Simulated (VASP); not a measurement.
Input for VASP

### POSCAR
```
La2O3
1.0
  1.9226151749  -3.3300670784   0.0000000000
  1.9226151749   3.3300670784   0.0000000000
  0.0000000000   0.0000000000   5.9613381770
La O
2 3
Cart
  1.9226151749   1.1100245795   1.4616039917
  1.9226151749  -1.1100245795   4.4997341853
  0.0000000000   0.0000000000   5.9613381770
  1.9226151749   1.1100245795   3.8517445240
  1.9226151749  -1.1100245795   2.1095936530
```

### INCAR
```
SYSTEM=La2O3
PREC=Accurate; ENCUT=520; LREAL=F
LASPH=T
EDIFF=1E-7; NELM=100; ALGO=Normal
LMAXMIX=6
ISMEAR=0; SIGMA=0.05
GGA=MK; LUSE_VDW=T; AGGAC=0.0
PARAM1=0.1234; PARAM2=1.0
IBRION=2; NSW=30; ISIF=4
EDIFFG=-0.01
LWAVE=F; LCHARG=F
```

File KPOINTS:
```
Automatic mesh
0
Gamma
7 7 4
0 0 0
```

POTCAR, in this order: La O (PBE.64 set). Program: vasp_std.

Q: Write an equivalent input for Quantum ESPRESSO's pw.x.

A: One equivalent input (not run):
```
&CONTROL
  calculation = 'vc-relax'
  pseudo_dir = './pseudo'
  outdir = './out'
  tprnfor = .true.
  tstress = .true.
  nstep = 30
  forc_conv_thr = 0.00039
/
&SYSTEM
  ibrav = 0
  nat = 5
  ntyp = 2
  ecutwfc = 110
  occupations = 'smearing'
  smearing = 'gaussian'
  degauss = 0.003675
  input_dft = 'vdw-df-ob86'
/
&ELECTRONS
  conv_thr = 7.3e-09
  electron_maxstep = 100
/
&IONS
/
&CELL
  cell_dofree = 'shape'
/
ATOMIC_SPECIES
  La 138.905 La.upf
  O 15.999 O.upf
CELL_PARAMETERS angstrom
     1.9226152   -3.3300671    0.0000000
     1.9226152    3.3300671    0.0000000
     0.0000000    0.0000000    5.9613382
ATOMIC_POSITIONS crystal
  La   0.3333330  0.6666670  0.2451805
  La   0.6666670  0.3333330  0.7548195
  O    0.0000000  0.0000000  1.0000000
  O    0.3333330  0.6666670  0.6461208
  O    0.6666670  0.3333330  0.3538792
K_POINTS automatic
  7 7 4 0 0 0
```
Limits of the translation: the potentials are each code's own (VASP's PAW set, PseudoDojo norm-conserving files in pw.x), so ENCUT and ecutwfc are chosen apart and not converted; conv_thr bounds pw.x's estimated SCF error, while EDIFF bounds the energy change between steps; forc_conv_thr acts on force components and is met together with etot_conv_thr.

The compound is La2O3 in the a-type structure. This cell is one point of a volume scan, at 0.94 of the reference volume. Symmetry was kept, so distortions that lower it aren't found.
